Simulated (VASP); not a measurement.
Level of theory: r2SCAN meta-GGA, VASP's PBE PAW potentials (set 64) (plane waves; VASP 6.6.1).

A VASP calculation is set up with these files.

File POSCAR:
```
Tb
1
    1.8338759205    -3.1763657899     0.0000000000
    1.8338759205     3.1763657899     0.0000000000
   -0.0000000000    -0.0000000000     5.5990998888
Tb
2
Direct
  0.3333330000   0.6666670000   0.2500000000
  0.6666670000   0.3333330000   0.7500000000
```

**INCAR**
```
SYSTEM = Tb
PREC = Accurate; ENCUT = 520; LREAL = .False.
LASPH = .True.
EDIFF = 1E-6; NELM = 100; ALGO = Normal
LMAXMIX = 6; LMIXTAU = .True.
ISMEAR = 1; SIGMA = 0.1
METAGGA = R2SCAN
IBRION = 2; NSW = 60; ISIF = 3
EDIFFG = -0.01
LWAVE = .False.; LCHARG = .False.
```

### KPOINTS
```
Automatic mesh
0
Gamma
10 10 6
0 0 0
```

POTCAR, in this order: Tb_3 (PBE.64 set). Program: vasp_std.

Output of the run:

### OUTCAR
```
 ion  position               nearest neighbor table
   1  0.333  0.667  0.250-   2 3.51   2 3.51   2 3.51   2 3.51   2 3.51   2 3.51
   2  0.667  0.333  0.750-   1 3.51   1 3.51   1 3.51   1 3.51   1 3.51   1 3.51
  LATTYP: Found a hexagonal cell.
 ALAT       =     3.6677514260
 C/A-ratio  =     1.5265756150
 Subroutine PRICEL returns:
 Original cell was already a primitive cell.
 Subroutine GETGRP returns: Found 24 space group operations
The static configuration has the point symmetry D_3d.
 The point group associated with its full space group is D_6h.
The dynamic configuration has the point symmetry D_3d.
 Subroutine INISYM returns: Found 24 space group operations
 Subroutine IBZKPT returns following result:
 Found     56 irreducible k-points:

 Following reciprocal coordinates:
            Coordinates               Weight
  0.000000  0.000000  0.000000      1.000000
  0.100000  0.000000  0.000000      6.000000
  0.200000  0.000000  0.000000      6.000000
  0.300000  0.000000  0.000000      6.000000
  0.400000  0.000000  0.000000      6.000000
  0.500000  0.000000  0.000000      3.000000
  0.100000  0.100000  0.000000      6.000000
...
```

### OSZICAR
```
       N       E                     dE             d eps       ncg     rms          rms(c)
DAV:   1    -0.110120057521E+02   -0.11012E+02   -0.92843E+03  1456   0.128E+03
DAV:   2    -0.626026735048E+02   -0.51591E+02   -0.50499E+02  1506   0.269E+02
DAV:   3    -0.648382548948E+02   -0.22356E+01   -0.21048E+01  1993   0.327E+01
DAV:   4    -0.648972493392E+02   -0.58994E-01   -0.58748E-01  1751   0.513E+00
DAV:   5    -0.648992733023E+02   -0.20240E-02   -0.20235E-02  2194   0.739E-01    0.280E+01
DAV:   6    -0.627678805451E+02    0.21314E+01   -0.40092E-01  1476   0.699E+00    0.153E+01
DAV:   7    -0.612454883926E+02    0.15224E+01   -0.58761E-01  1706   0.763E+00    0.157E+00
DAV:   8    -0.625278207936E+02   -0.12823E+01   -0.56638E-01  1596   0.693E+00    0.339E+00
DAV:   9    -0.625492175880E+02   -0.21397E-01   -0.29234E-02  1631   0.167E+00    0.141E+00
DAV:  10    -0.624197518472E+02    0.12947E+00   -0.16595E-02  1486   0.157E+00    0.159E+00
DAV:  11    -0.624221235241E+02   -0.23717E-02   -0.25454E-03  1706   0.663E-01    0.118E+00
DAV:  12    -0.624399408573E+02   -0.17817E-01   -0.86446E-02  1471   0.353E+00    0.485E-01
DAV:  13    -0.624381191632E+02    0.18217E-02   -0.11073E-03  1774   0.324E-01    0.595E-01
DAV:  14    -0.624429538712E+02   -0.48347E-02   -0.20708E-03  1496   0.433E-01    0.297E-01
DAV:  15    -0.624429286206E+02    0.25251E-04   -0.36614E-05  1937   0.662E-02    0.284E-01
DAV:  16    -0.624429212556E+02    0.73650E-05   -0.66032E-07  1140   0.682E-03    0.283E-01
DAV:  17    -0.624439173506E+02   -0.99609E-03   -0.62932E-04  1496   0.280E-01    0.291E-01
DAV:  18    -0.624437644559E+02    0.15289E-03   -0.34298E-04  1611   0.196E-01    0.391E-01
DAV:  19    -0.624436005117E+02    0.16394E-03   -0.32087E-04  1496   0.201E-01    0.425E-01
DAV:  20    -0.624436187828E+02   -0.18271E-04   -0.93005E-05  1546   0.108E-01    0.316E-01
DAV:  21    -0.624436803518E+02   -0.61569E-04   -0.37992E-04  1476   0.197E-01    0.165E-01
DAV:  22    -0.624436690078E+02    0.11344E-04   -0.57582E-05  1556   0.853E-02    0.707E-02
DAV:  23    -0.624436752024E+02   -0.61947E-05   -0.29788E-05  1496   0.753E-02    0.678E-02
DAV:  24    -0.624436962026E+02   -0.21000E-04   -0.21721E-06  1536   0.187E-02    0.596E-02
DAV:  25    -0.624436802652E+02    0.15937E-04   -0.25069E-06  1501   0.213E-02    0.499E-02
DAV:  26    -0.624436899289E+02   -0.96638E-05   -0.11615E-06   995   0.126E-02    0.284E-02
DAV:  27    -0.624436854448E+02    0.44842E-05   -0.55908E-07   783   0.688E-03    0.119E-02
DAV:  28    -0.624436846707E+02    0.77407E-06   -0.17456E-07   758   0.459E-03
   1 F= -.62443685E+02 E0= -.62444146E+02  d E =-.624437E+02
       N       E                     dE             d eps       ncg     rms          rms(c)
DAV:   1    -0.624442802720E+02   -0.59483E-03   -0.12271E-02  1466   0.912E-01    0.147E-01
DAV:   2    -0.624439090884E+02    0.37118E-03   -0.98547E-04  1481   0.279E-01    0.644E-02
DAV:   3    -0.624437354988E+02    0.17359E-03   -0.36237E-04  1596   0.151E-01    0.278E-02
DAV:   4    -0.624437255081E+02    0.99907E-05   -0.49729E-05  1644   0.622E-02    0.182E-02
DAV:   5    -0.624437211361E+02    0.43721E-05   -0.98295E-06  1486   0.314E-02    0.782E-03
DAV:   6    -0.624437248107E+02   -0.36746E-05   -0.57494E-06  1476   0.273E-02    0.319E-03
DAV:   7    -0.624437211031E+02    0.37076E-05   -0.14254E-06   963   0.149E-02    0.177E-03
DAV:   8    -0.624437250760E+02   -0.39729E-05   -0.57334E-07   758   0.924E-03    0.451E-04
DAV:   9    -0.624437241879E+02    0.88804E-06   -0.55378E-08   758   0.213E-03
   2 F= -.62443724E+02 E0= -.62444206E+02  d E =-.395173E-04
```

OUTCAR:
```
------------------------ aborting loop because EDIFF is reached ----------------------------------------
  FORCE on cell =-STRESS in cart. coord.  units (eV):
  Direction    XX          YY          ZZ          XY          YZ          ZX
  --------------------------------------------------------------------------------------
  Total       -0.0135697     -0.0135697     -0.0149583      0.0000000     -0.0000000      0.0000000
  in kB       -0.3322590     -0.3322589     -0.3662605      0.0000000     -0.0000000      0.0000000
  external PRESSURE =      -0.3435928 kB  Pullay stress =       0.0000000 kB
  volume of cell :       65.43
      direct lattice vectors                 reciprocal lattice vectors
     1.835836071 -3.179760869 -0.000000000     0.272355472 -0.157244529  0.000000000
     1.835836071  3.179760869 -0.000000000     0.272355472  0.157244529  0.000000000
     0.000000000  0.000000000  5.604595564     0.000000000 -0.000000000  0.178425007
 POSITION                                       TOTAL-FORCE (eV/Angst)
 -----------------------------------------------------------------------------------
      1.83584      1.05992      1.40115         0.000000      0.000000      0.000000
      1.83584     -1.05992      4.20345        -0.000000     -0.000000      0.000000
 -----------------------------------------------------------------------------------
    total drift:                                0.000005      0.000114     -0.000010
  FREE ENERGIE OF THE ION-ELECTRON SYSTEM (eV)
  ---------------------------------------------------
  free  energy   TOTEN  =       -62.4437241879 eV

  energy  without entropy=      -62.4451699847  energy(sigma->0) =      -62.44420612

 reached required accuracy - stopping structural energy minimisation
```
(Selected blocks of OUTCAR.)

**CONTCAR**
```
Tb
   1.00000000000000
     1.8358360714196871   -3.1797608693468669   -0.0000000000000000
     1.8358360714196871    3.1797608693468669   -0.0000000000000000
     0.0000000000000000    0.0000000000000000    5.6045955640281013
  Tb
     2
Direct
     0.3333330000000032    0.6666669999999968    0.2500000000000000
     0.6666669999999968    0.3333330000000032    0.7500000000000000
```

The 4f electrons are frozen in the core of the lanthanide potential, so 4f levels, which can set the real gap, and their magnetism are missing.

The compound is Tb in the hcp structure. This run relaxes it. Symmetry was kept, so distortions that lower it aren't found. The start is the result of an earlier pass.
